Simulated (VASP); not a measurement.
# LiCuSn2 (P-3m1) in VASP: further runs

One crystal, LiCuSn2, is run at these levels: PBE; tasks: single point.

Program: VASP 6.6.1. These are calculated values, not measurements. Logs are shortened: lines on timing, memory, paths and dates and some standing lists are left out, and cuts for length are marked.

## (1) The crystal as given

It takes space group P-3m1 (No. 164, trigonal). The conventional cell has a = 4.246 Å, b = 4.246 Å, c = 5.489 Å, α = 90.00°, β = 90.00°, γ = 120.00°. Around Li (site symmetry -3m) lie 2 Cu at 2.74 Å and 6 Sn at 2.96 Å. Around Cu (site symmetry -3m) lie 6 Sn at 2.68 Å and 2 Li at 2.74 Å. Sn (site symmetry 3m) has 3 Cu at 2.68 Å and 3 Li at 2.96 Å as nearest neighbours.

The cell comes from a database or a generator and needn't be the stable form of this composition.

## (2) Single point, PBE

INCAR reads:

```
PREC = Accurate ; ENCUT = 520
EDIFF = 1E-7 ; ISMEAR = 0
SIGMA = 0.1 ; LREAL = F
LASPH = T ; NELM = 100
ALGO = Fast ; ISIF = 2
LWAVE = F ; LCHARG = T
GGA = PE ; LELF = T
LVHAR = T ; NBANDS = 29
```

KPOINTS reads:

```
Automatic mesh
0
Gamma
  12 12 8
```

POSCAR reads:

```
LiCuSn2
1.0
    4.2457493766      0.0000000000      0.0000000000
   -2.1228746883      3.6769268182      0.0000000000
    0.0000000000      0.0000000000      5.4887119635
Li Cu Sn
1 1 2
Direct
    0.0000000000      0.0000000000      0.5000000000
    0.0000000000      0.0000000000      0.0000000000
    0.3333333333      0.6666666667      0.1984195012
    0.6666666667      0.3333333333      0.8015804988
```

Potentials or basis: VASP PAW PBE potentials, release 64 (Li_sv, Cu, Sn_d).

Started as:

```bash
cat potpaw_PBE.64/Li_sv/POTCAR potpaw_PBE.64/Cu/POTCAR potpaw_PBE.64/Sn_d/POTCAR > POTCAR
mpirun -np 1 vasp_std > vasp.out
```

OUTCAR:

```text
PREC = Accurate
   ENCUT = 520
   EDIFF = 1E-7
   ISMEAR = 0
   LREAL = F
   LASPH = T
   NELM = 100
   ISIF = 2
   GGA = PE

 ion  position               nearest neighbor table
   1  0.000  0.000  0.500-   3 2.96   4 2.96   3 2.96   4 2.96   4 2.96   3 2.96
   2  0.000  0.000  0.000-   3 2.68   4 2.68   3 2.68   4 2.68   4 2.68   3 2.68
   3  0.333  0.667  0.198-   2 2.68   2 2.68   2 2.68   1 2.96   1 2.96   1 2.96   4 3.28   4 3.28
                             4 3.28
   4  0.667  0.333  0.802-   2 2.68   2 2.68   2 2.68   1 2.96   1 2.96   1 2.96   3 3.28   3 3.28
                             3 3.28

  LATTYP: Found a hexagonal cell.
 ALAT       =     4.2457493766
 C/A-ratio  =     1.2927545827

  Lattice vectors:

 A1 = (   4.2457493766,   0.0000000000,   0.0000000000)
 A2 = (  -2.1228746883,   3.6769268182,   0.0000000000)
 A3 = (   0.0000000000,   0.0000000000,   5.4887119635)

Analysis of symmetry for initial positions (statically):
=====================================================================
 Subroutine PRICEL returns:
 Original cell was already a primitive cell.

 Routine SETGRP: Setting up the symmetry group for a
 hexagonal supercell.

 Subroutine GETGRP returns: Found 12 space group operations
 (whereof 12 operations were pure point group operations)
 out of a pool of 24 trial point group operations.

The static configuration has the point symmetry D_3d.

Analysis of symmetry for dynamics (positions and initial velocities):
=====================================================================
 Subroutine PRICEL returns:
 Original cell was already a primitive cell.

 Routine SETGRP: Setting up the symmetry group for a
 hexagonal supercell.

 Subroutine GETGRP returns: Found 12 space group operations
 (whereof 12 operations were pure point group operations)
 out of a pool of 24 trial point group operations.

The dynamic configuration has the point symmetry D_3d.

 Subroutine INISYM returns: Found 12 space group operations
 (whereof 12 operations are pure point group operations),
 and found     1 'primitive' translations

----------------------------------------------------------------------------------------

                                     Primitive cell

  volume of cell :      85.6860

  direct lattice vectors                    reciprocal lattice vectors
     4.245749377  0.000000000  0.000000000     0.235529682  0.135983125  0.000000000
    -2.122874688  3.676926818  0.000000000     0.000000000  0.271966250  0.000000000
     0.000000000  0.000000000  5.488711964     0.000000000  0.000000000  0.182192107

  length of vectors
     4.245749377  4.245749377  5.488711964     0.271966250  0.271966250  0.182192107

  position of ions in fractional coordinates (direct lattice)
     0.000000000  0.000000000  0.500000000
     0.000000000  0.000000000  0.000000000
     0.333333333  0.666666667  0.198419501
     0.666666667  0.333333333  0.801580499

  ion indices of the primitive-cell ions
   primitive index   ion index
                 1           1
                 2           2
                 3           3
                 4           4

----------------------------------------------------------------------------------------

 KPOINTS: Automatic mesh

Automatic generation of k-mesh.
 Grid dimensions read from file:
 generate k-points for:   12   12    8

 Generating k-lattice:

  Cartesian coordinates                     Fractional coordinates (reciprocal lattice)
     0.019627473  0.011331927  0.000000000     0.083333333  0.000000000  0.000000000
     0.000000000  0.022663854  0.000000000     0.000000000  0.083333333  0.000000000
     0.000000000  0.000000000  0.022774013     0.000000000  0.000000000  0.125000000

  Length of vectors
     0.022663854  0.022663854  0.022774013

  Shift w.r.t. Gamma in fractional coordinates (k-lattice)
     0.000000000  0.000000000  0.000000000

 Subroutine IBZKPT returns following result:
 ===========================================

 Found    131 irreducible k-points:

 Following reciprocal coordinates:
            Coordinates               Weight
  0.000000  0.000000  0.000000      1.000000
  0.083333  0.000000  0.000000      6.000000
  0.166667  0.000000  0.000000      6.000000
  0.250000  0.000000  0.000000      6.000000
  0.333333  0.000000  0.000000      6.000000
  0.416667 -0.000000  0.000000      6.000000
[... 16 lines left out ...]
  0.166667  0.000000  0.125000      6.000000
  0.000000  0.166667  0.125000      6.000000
 [... further k-points ...]
   k-points           NKPTS =    131   k-points in BZ     NKDIM =    131   number of bands    NBANDS=     29
   number of dos      NEDOS =    301   number of ions     NIONS =      4
   total plane-waves  NPLWV =  43008
   dimension x,y,z NGX =    32 NGY =   32 NGZ =   42
   dimension x,y,z NGXF=    64 NGYF=   64 NGZF=   84
   ions per type =               1   1   2
   NGX,Y,Z   is equivalent  to a cutoff of  12.53, 12.53, 12.72 a.u.
   NGXF,Y,Z  is equivalent  to a cutoff of  25.06, 25.06, 25.44 a.u.
 SYSTEM =  unknown system
   PREC   = accura    normal or accurate (medium, high low for compatibility)
   ISTART =      0    job   : 0-new  1-cont  2-samecut
   ICHARG =      2    charge: 1-file 2-atom 10-const
   ISPIN  =      1    spin polarized calculation?
   LNONCOLLINEAR =      F non collinear calculations
   LSORBIT =      F    spin-orbit coupling
   LASPH  =      T    aspherical Exc in radial PAW
   ENCUT  =  520.0 eV  38.22 Ry    6.18 a.u.   7.89  7.89 10.21*2*pi/ulx,y,z
   NELM   =    100;   NELMIN=  2; NELMDL= -5     # of ELM steps
   EDIFF  = 0.1E-06   stopping-criterion for ELM
   LREAL  =      F    real-space projection
   EDIFFG = 0.1E-05   stopping-criterion for IOM
   NSW    =      0    number of steps for IOM
   IBRION =     -1    ionic relax: 0-MD 1-quasi-New 2-CG
   NFREE  =      0    steps in history (QN), initial steepest desc. (CG)
   ISIF   =      2    stress and relaxation
   ISYM   =      2    0-nonsym 1-usesym 2-fastsym
   POTIM  = 0.5000    time-step for ionic-motion
   TEBEG  =    0.0;   TEEND  =   0.0 temperature during run
   PSTRESS=    0.0 pullay stress
   NELECT =      42.0000    total number of electrons
   NUPDOWN=      -1.0000    fix difference up-down
   EMIN   =  10.00;   EMAX   =-10.00  energy-range for DOS
   EFERMI =   0.00;   METHOD = LEGACY
   ISMEAR =     0;   SIGMA  =   0.10  broadening in eV -4-tet -1-fermi 0-gaus
   EFERMI_NEDOS =   21; number of points for ismear=-14 and -15
   IALGO  =     68    algorithm
   IMIX   =      4    mixing-type and parameters
     AMIX     =   0.40;   BMIX     =  1.00
     AMIX_MAG =   1.60;   BMIX_MAG =  1.00
  volume/ion in A,a.u.               =      21.42       144.56
  Fermi-wavevector in a.u.,A,eV,Ry     =   1.290787  2.439234 22.669098  1.666132
  Thomas-Fermi vector in A             =   2.422597
   LORBIT       =      0    0 simple, 1 ext, 2 COOP (PROOUT), +10 PAW based schemes
   GGA     = PE    functional components
   LHFCALC =     F    Hartree Fock is set to
   AEXX    =    0.0000 exact exchange contribution
   IVDW    =     0    specifies the selected vdW correction
   LEPSILON=     F    determine dielectric tensor
   LRPA    =     F    only Hartree local field effects (RPA)
 non-spin polarized calculation
 RMM-DIIS sequential band-by-band and
 Gauss-broadening in eV      SIGMA  =   0.10
  energy-cutoff  :      520.00
  volume of cell :       85.69
 maximum number of plane-waves:      2340
   NGX = 15   NGY = 15   NGZ = 21

 number of electron      42.0000018 magnetization

 Free energy of the ion-electron system (eV)
  ---------------------------------------------------
  ext. energy  EPLUGINS =         0.00000000
  ---------------------------------------------------
  free energy    TOTEN  =       -13.85555969 eV

  energy without entropy =      -13.84887048  energy(sigma->0) =      -13.85221508

 E-fermi :   6.0668     XC(G=0):  -9.8800

 val. band max:        6.0536489939   @ k =   0.2500   0.0000   0.5000
 cond. band min:       6.0958451467   @ k =   0.0833   0.0833   0.3750
 fundamental gap:      0.0421961528
 Fermi energy:         6.0667550583

 k-point     1 :       0.0000    0.0000    0.0000
  band No.  band energies     occupation
      1     -40.3041      2.00000
      2     -15.2124      2.00000
      3     -15.2124      2.00000
      4     -15.1759      2.00000
      5     -15.1618      2.00000
      6     -15.1618      2.00000
[... 21 lines left out ...]
     28      13.0731      0.00000
     29      13.3210      0.00000

 k-point     2 :       0.0833    0.0000    0.0000
  band No.  band energies     occupation
      1     -40.3041      2.00000
      2     -15.2126      2.00000
      3     -15.2113      2.00000
      4     -15.1747      2.00000
      5     -15.1625      2.00000
      6     -15.1600      2.00000
[... 21 lines left out ...]
     28      12.9330      0.00000
     29      12.9900      0.00000

 k-point     3 :       0.1667    0.0000    0.0000
  band No.  band energies     occupation
      1     -40.3041      2.00000
      2     -15.2132      2.00000
      3     -15.2078      2.00000
      4     -15.1735      2.00000
      5     -15.1616      2.00000
      6     -15.1549      2.00000
[... 21 lines left out ...]
     28      12.6431      0.00000
     29      12.9109      0.00000

 k-point     4 :       0.2500    0.0000    0.0000
  band No.  band energies     occupation
      1     -40.3041      2.00000
      2     -15.2140      2.00000
      3     -15.2023      2.00000
      4     -15.1761      2.00000
      5     -15.1548      2.00000
      6     -15.1472      2.00000
[... 597 lines left out ...]
     28      12.3028      0.00000
     29      13.0481      0.00000

 k-point    23 :       0.1667    0.0000    0.1250
  band No.  band energies     occupation
      1     -40.3041      2.00000
      2     -15.2123      2.00000
      3     -15.2082      2.00000
      4     -15.1717      2.00000
      5     -15.1635      2.00000
      6     -15.1563      2.00000
[... 21 lines left out ...]
     28      12.5682      0.00000
     29      13.1462      0.00000

 k-point    24 :       0.0000    0.1667    0.1250
  band No.  band energies     occupation
      1     -40.3041      2.00000
      2     -15.2132      2.00000
      3     -15.2072      2.00000
      4     -15.1750      2.00000
      5     -15.1604      2.00000
      6     -15.1552      2.00000
[... 21 lines left out ...]
     28      12.6748      0.00000
     29      13.0165      0.00000

 [... further k-points ...]

------------------------ aborting loop because EDIFF is reached ----------------------------------------

  FORCE on cell =-STRESS in cart. coord.  units (eV):
  Direction    XX          YY          ZZ          XY          YZ          ZX
  --------------------------------------------------------------------------------------
  -------------------------------------------------------------------------------------
  Total        0.0327396      0.0327396      0.0060035      0.0000000      0.0000000      0.0000000
  in kB        0.6121730      0.6121730      0.1122545      0.0000000      0.0000000      0.0000000
  external PRESSURE =       0.4455335 kB  Pullay stress =       0.0000000 kB

 VOLUME and BASIS-vectors are now :
 -----------------------------------------------------------------------------
  energy-cutoff  :      520.00
  volume of cell :       85.69
      direct lattice vectors                 reciprocal lattice vectors
     4.245749377  0.000000000  0.000000000     0.235529682  0.135983125  0.000000000
    -2.122874688  3.676926818  0.000000000     0.000000000  0.271966250  0.000000000
     0.000000000  0.000000000  5.488711964     0.000000000  0.000000000  0.182192107

 POSITION                                       TOTAL-FORCE (eV/Angst)
 -----------------------------------------------------------------------------------
      0.00000      0.00000      2.74436         0.000000      0.000000      0.000000
      0.00000      0.00000      0.00000         0.000000      0.000000      0.000000
     -0.00000      2.45128      1.08907        -0.000000      0.000000      0.007561
      2.12287      1.22564      4.39964        -0.000000      0.000000     -0.007561
 -----------------------------------------------------------------------------------
    total drift:                                0.000000      0.000000      0.000000

  FREE ENERGIE OF THE ION-ELECTRON SYSTEM (eV)
  ---------------------------------------------------
  free  energy   TOTEN  =       -13.8555596906 eV

  energy  without entropy=      -13.8488704757  energy(sigma->0) =      -13.85221508
```

Wall time 13 min (1 thread of Intel Xeon Platinum 8488C (Sapphire Rapids), shared host); peak memory 0.42 GiB.

Results:

| Item | Value |
| --- | --- |
| Free energy | -13.8556 eV |
| Largest force | 0.008 eV/Å |
| Band gap on the k mesh | none (metal or under the smearing width) |

Forces on the atoms (eV/Å):
```
Li   0.000  0.000  0.000
Cu   0.000  0.000  0.000
Sn   0.000  0.000  0.008
Sn   0.000  0.000 -0.008
```

Caveat: the cutoff is under 1.25 times the usual one of these potentials, so pressure, stress and relaxed cells hold a basis-set (Pulay) error.

## (3) Single point, PBE (cell and atoms relaxed tightly for response)

INCAR reads:

```
SYSTEM = LiCuSn2
PREC = Accurate ; ENCUT = 520
EDIFF = 1E-6 ; ISMEAR = -1
SIGMA = 0.15 ; LREAL = .FALSE.
LASPH = .TRUE. ; NELM = 100
ALGO = Fast ; ISIF = 2
LWAVE = .FALSE. ; LCHARG = .FALSE.
GGA = PE ; NBANDS = 29
```

KPOINTS reads:

```
regular mesh
0
G
  12 12 8
  0 0 0
```

POSCAR reads:

```
LiCuSn2
1.0
    4.2394344156      0.0000000000      0.0000000000
   -2.1197172078      3.6714579016      0.0000000000
    0.0000000000      0.0000000000      5.5109718468
Li Cu Sn
1 1 2
Direct
    0.0000000000      0.0000000000      0.5000000000
    0.0000000000      0.0000000000      0.0000000000
    0.3333333333      0.6666666667      0.1993238518
    0.6666666667      0.3333333333      0.8006761482
```

Potentials or basis: VASP PAW PBE potentials, release 64 (Li_sv, Cu, Sn_d).

Started as:

```bash
cat potpaw_PBE.64/Li_sv/POTCAR potpaw_PBE.64/Cu/POTCAR potpaw_PBE.64/Sn_d/POTCAR > POTCAR
mpirun -np 1 vasp_std > vasp.out
```

It took 7 min on 1 thread of Intel Xeon Platinum 8559C (Emerald Rapids), shared host; peak memory 0.42 GiB.

The run converged. Its results:

```yaml
Free_energy: -13.8404 eV
Largest_force: 0.022 eV/Å
Band_gap_on_the_k_mesh: none (metal or under the smearing width)
```

Forces in eV/Å, atoms in the order of the input:
```
Li   0.000  0.000  0.000
Cu   0.000  0.000  0.000
Sn   0.000  0.000  0.022
Sn   0.000  0.000 -0.022
```

Levels at points of the mesh, in eV from the Fermi level:
| k point | band 18 | band 19 | band 20 | band 21 | band 22 | band 23 | band 24 | band 25 |
| --- | --- | --- | --- | --- | --- | --- | --- | --- |
| (0.00, 0.00, 0.00) | -3.32 | -2.09 | 1.52 | 1.52 | 1.93 | 1.93 | 3.18 | 4.45 |
| (0.50, 0.00, 0.00) | -3.31 | -1.89 | -1.77 | -1.50 | -0.75 | 1.48 | 2.67 | 3.89 |
| (0.00, 0.00, 0.50) | -3.33 | 1.06 | 1.71 | 1.74 | 1.74 | 2.23 | 2.23 | 4.16 |
| (0.50, 0.00, 0.50) | -3.32 | -3.00 | -2.75 | -0.93 | 1.37 | 1.67 | 1.95 | 5.74 |

Caveat: the cutoff is under 1.25 times the usual one of these potentials, so pressure, stress and relaxed cells hold a basis-set (Pulay) error.
